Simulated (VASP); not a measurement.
These are PW91 GGA, VASP's PBE PAW potentials (set 64) (plane waves; VASP 6.6.1) values and carry that method's errors.

A VASP calculation is set up with these files.

File POSCAR:
```
Ir
1.0
  0.0000000000   1.9200000000   1.9200000000
  1.9200000000   0.0000000000   1.9200000000
  1.9200000000   1.9200000000   0.0000000000
Ir
1
Cart
  0.0000000000   0.0000000000   0.0000000000
```

INCAR:
```
SYSTEM = Ir
PREC = Accurate; ENCUT = 520; LREAL = F
LASPH = T
EDIFF = 1E-6; NELM = 100; ALGO = Normal
LMAXMIX = 6
ISMEAR = 1; SIGMA = 0.1
GGA = 91
IBRION = 2; NSW = 60; ISIF = 3
EDIFFG = -0.01
LWAVE = F; LCHARG = F
```

**KPOINTS**
```
Automatic
0
G
 15 15 15
0 0 0
```

POTCAR, in this order: Ir (PBE.64 set). Program: vasp_std.

Output

OSZICAR:
```
       N       E                     dE             d eps       ncg     rms          rms(c)
DAV:   1     0.418034243052E+02    0.41803E+02   -0.44974E+03  1976   0.102E+03
DAV:   2    -0.876990191584E+01   -0.50573E+02   -0.48664E+02  1928   0.204E+02
DAV:   3    -0.938372432347E+01   -0.61382E+00   -0.61100E+00  2888   0.304E+01
DAV:   4    -0.938699604886E+01   -0.32717E-02   -0.32708E-02  2424   0.152E+00
DAV:   5    -0.938702211492E+01   -0.26066E-04   -0.26066E-04  2856   0.836E-02    0.159E+01
DAV:   6    -0.889078123676E+01    0.49624E+00   -0.10424E+00  2200   0.144E+01    0.623E+00
DAV:   7    -0.879957225687E+01    0.91209E-01   -0.32418E-01  2552   0.746E+00    0.139E+00
DAV:   8    -0.879540587387E+01    0.41664E-02   -0.12881E-03  2064   0.514E-01    0.808E-01
DAV:   9    -0.879297360683E+01    0.24323E-02   -0.15691E-03  2456   0.667E-01    0.120E-02
DAV:  10    -0.879297839058E+01   -0.47838E-05   -0.49871E-06  2584   0.238E-02    0.823E-03
DAV:  11    -0.879297960400E+01   -0.12134E-05   -0.55458E-07  1872   0.683E-03    0.705E-04
DAV:  12    -0.879297954405E+01    0.59955E-07   -0.13439E-08  1064   0.154E-03
   1 F= -.87929795E+01 E0= -.87928626E+01  d E =-.879298E+01
       N       E                     dE             d eps       ncg     rms          rms(c)
DAV:   1    -0.100697114311E+02   -0.12767E+01   -0.51674E+01  2032   0.115E+02    0.812E+00
DAV:   2    -0.867622901058E+01    0.13935E+01   -0.46644E+00  2088   0.276E+01    0.535E+00
DAV:   3    -0.858930971961E+01    0.86919E-01   -0.36652E-01  2592   0.690E+00    0.322E+00
DAV:   4    -0.858809169918E+01    0.12180E-02   -0.10534E-02  2440   0.630E-01    0.996E-01
DAV:   5    -0.858868588852E+01   -0.59419E-03   -0.14126E-03  2608   0.326E-01    0.114E-01
DAV:   6    -0.858877361449E+01   -0.87726E-04   -0.51892E-05  2656   0.442E-02    0.653E-03
DAV:   7    -0.858877358573E+01    0.28752E-07   -0.16250E-06  1992   0.179E-02
   2 F= -.85887736E+01 E0= -.85885930E+01  d E =0.204206E+00
       N       E                     dE             d eps       ncg     rms          rms(c)
DAV:   1    -0.967292409266E+01   -0.10842E+01   -0.31721E+01  2040   0.910E+01    0.101E+01
DAV:   2    -0.889432616071E+01    0.77860E+00   -0.19789E+00  2056   0.196E+01    0.163E+00
DAV:   3    -0.881124623254E+01    0.83080E-01   -0.36763E-01  2296   0.767E+00    0.845E-01
DAV:   4    -0.881161698900E+01   -0.37076E-03   -0.36107E-03  2528   0.507E-01    0.418E-01
DAV:   5    -0.881229862717E+01   -0.68164E-03   -0.20229E-03  2568   0.337E-01    0.356E-02
DAV:   6    -0.881234311684E+01   -0.44490E-04   -0.33715E-05  2480   0.464E-02    0.442E-03
DAV:   7    -0.881234317119E+01   -0.54341E-07   -0.48649E-07  2016   0.667E-03
   3 F= -.88123432E+01 E0= -.88122240E+01  d E =-.193636E-01
       N       E                     dE             d eps       ncg     rms          rms(c)
DAV:   1    -0.881258403557E+01   -0.24092E-03   -0.67625E-03  2072   0.136E+00    0.121E-01
DAV:   2    -0.881242546208E+01    0.15857E-03   -0.42660E-04  2120   0.283E-01    0.400E-02
DAV:   3    -0.881240951800E+01    0.15944E-04   -0.78901E-05  2304   0.111E-01    0.134E-02
DAV:   4    -0.881241019548E+01   -0.67748E-06   -0.17519E-06  2032   0.141E-02
   4 F= -.88124102E+01 E0= -.88122913E+01  d E =-.194307E-01
```

### OUTCAR
```
------------------------ aborting loop because EDIFF is reached ----------------------------------------
  FORCE on cell =-STRESS in cart. coord.  units (eV):
  Direction    XX          YY          ZZ          XY          YZ          ZX
  --------------------------------------------------------------------------------------
  Total       -0.0066915     -0.0066915     -0.0066915      0.0000000     -0.0000000      0.0000000
  in kB       -0.7315461     -0.7315461     -0.7315461      0.0000000     -0.0000000      0.0000000
  external PRESSURE =      -0.7315461 kB  Pullay stress =       0.0000000 kB
  volume of cell :       14.66
      direct lattice vectors                 reciprocal lattice vectors
    -0.000000000  1.942321273  1.942321273    -0.257423943  0.257423943  0.257423943
     1.942321273  0.000000000  1.942321273     0.257423943 -0.257423943  0.257423943
     1.942321273  1.942321273 -0.000000000     0.257423943  0.257423943 -0.257423943
 POSITION                                       TOTAL-FORCE (eV/Angst)
 -----------------------------------------------------------------------------------
      0.00000      0.00000      0.00000        -0.000000      0.000000      0.000000
 -----------------------------------------------------------------------------------
    total drift:                               -0.000000     -0.000000     -0.000000
  FREE ENERGIE OF THE ION-ELECTRON SYSTEM (eV)
  ---------------------------------------------------
  free  energy   TOTEN  =        -8.8124101955 eV

  energy  without entropy=       -8.8120534281  energy(sigma->0) =       -8.81229127

 reached required accuracy - stopping structural energy minimisation
```
(Selected blocks of OUTCAR.)

### CONTCAR
```
Ir
   1.00000000000000
    -0.0000000000000000    1.9423212733663022    1.9423212733663022
     1.9423212733663022    0.0000000000000000    1.9423212733663022
     1.9423212733663022    1.9423212733663022   -0.0000000000000000
  Ir
     1
Direct
     0.0000000000000000    0.0000000000000000    0.0000000000000000
```

File OUTCAR:
```
 val. band max:        9.8825544327   @ k =  -0.3333   0.2667   0.0667

 cond. band min:       9.9049428945   @ k =  -0.3333   0.2000   0.0667


 Fermi energy:         9.8943440178

 k-point     1 :       0.0000    0.0000    0.0000
  band No.  band energies     occupation
      1      -0.8653      2.00000
      2       6.1325      2.00000
      3       6.1325      2.00000
      4       6.1325      2.00000
      5       8.6844      2.00000
      6       8.6844      2.00000
      7      24.2550      0.00000
      8      29.6102      0.00000

 k-point     2 :       0.0667    0.0000    0.0000
  band No.  band energies     occupation
      1      -0.6748      2.00000
      2       6.0345      2.00000
      3       6.2139      2.00000
      4       6.2139      2.00000
      5       8.6337      2.00000
      6       8.6337      2.00000
      7      24.5777      0.00000
      8      28.6248      0.00000

 k-point     3 :       0.1333    0.0000    0.0000
  band No.  band energies     occupation
      1      -0.1314      2.00000
      2       5.8020      2.00000
      3       6.4115      2.00000
      4       6.4115      2.00000
      5       8.5448      2.00000
      6       8.5448      2.00000
      7      25.4196      0.00000
      8      26.8358      0.00000

 k-point     4 :       0.2000    0.0000    0.0000
  band No.  band energies     occupation
      1       0.6604      2.00000
      2       5.6088      2.00000
      3       6.5696      2.00000
      4       6.5696      2.00000
      5       8.6057      2.00000
      6       8.6057      2.00000
      7      24.9340      0.00000
      8      26.3607      0.00000

 k-point     5 :       0.2667    0.0000    0.0000
  band No.  band energies     occupation
      1       1.4619      2.00000
      2       5.7463      2.00000
      3       6.5283      2.00000
      4       6.5283      2.00000
      5       8.9919      2.00000
      6       8.9919      2.00000
      7      23.0147      0.00000
...
```

Energy and stress use the plane-wave basis of the starting cell. Unless said otherwise, spin-orbit coupling is left out, though it shifts the bands of the heavy elements here.

The compound is Ir in the fcc structure. This run relaxes it. Symmetry was kept, so distortions that lower it aren't found.
